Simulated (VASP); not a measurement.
VASP ran on this input.

INCAR:
```
# general
SYSTEM   =  Ba
PREC     =  Accurate
ENCUT    =  300   # plane-wave cut-off (eV)
LREAL    =  .FALSE.
LASPH    =  .TRUE.   # aspherical one-centre terms

# electronic loop
EDIFF    =  1E-6   # SCF stop (eV)
NELM     =  100
ALGO     =  Normal
LMAXMIX  =  4   # l cut-off of mixed one-centre charges

# smearing
ISMEAR   =  0   # Gaussian
SIGMA    =  0.05   # width (eV)

# functional
GGA      =  RE

# ions
ISIF     =  2   # forces and stress, cell fixed

# output
LWAVE    =  .FALSE.
LCHARG   =  .FALSE.
```

### POSCAR
```
Ba
1
    5.0200000000     0.0000000000     0.0000000000
    0.0000000000     5.0200000000     0.0000000000
    0.0000000000     0.0000000000    35.4564420000
Ba
4
Direct
  0.0003600000   0.9819940000   0.4643430000
  0.4883260000   0.5274870000   0.3948510000
  0.9871220000   0.0030920000   0.6051490000
  0.5241930000   0.4874270000   0.5363570000
```

KPOINTS:
```
K-points
0
G
  9 9 1
0 0 0
```

POTCAR, in this order: Ba_sv (PBE.64 set). Program: vasp_std.

**Question.** Translate this revPBE calculation to Ansatz.

**Answer.** One equivalent input (not run):
Ansatz 0.2 input:
```yaml
crystal:
  lattice:
    - [5.0200000, 0.0000000, 0.0000000]
    - [0.0000000, 5.0200000, 0.0000000]
    - [0.0000000, 0.0000000, 35.4564420]
  atoms:
    - { symbol: Ba, position: [0.0003600, 0.9819940, 0.4643430] }
    - { symbol: Ba, position: [0.4883260, 0.5274870, 0.3948510] }
    - { symbol: Ba, position: [0.9871220, 0.0030920, 0.6051490] }
    - { symbol: Ba, position: [0.5241930, 0.4874270, 0.5363570] }
kpoints:
  mp_grid: { grid: [9, 9, 1] }
hamiltonian:
  xc: revpbe
  pseudopotentials: { kind: paw }
scf:
  occupations: { method: gaussian, width: 0.05 }
  max_iter: 100
output: { forces: true, stress: true, eigenvalues: true }
```
Limits of the translation: each code has its own PAW files, so the cut-off isn't converted (ENCUT is set for VASP's; basis.ecutwfc is left out, and Ansatz then takes the one that its files recommend); Ansatz stops its SCF on the density residual and VASP on the energy change (EDIFF).

The cell is a sheet with vacuum, built from a generated structure.
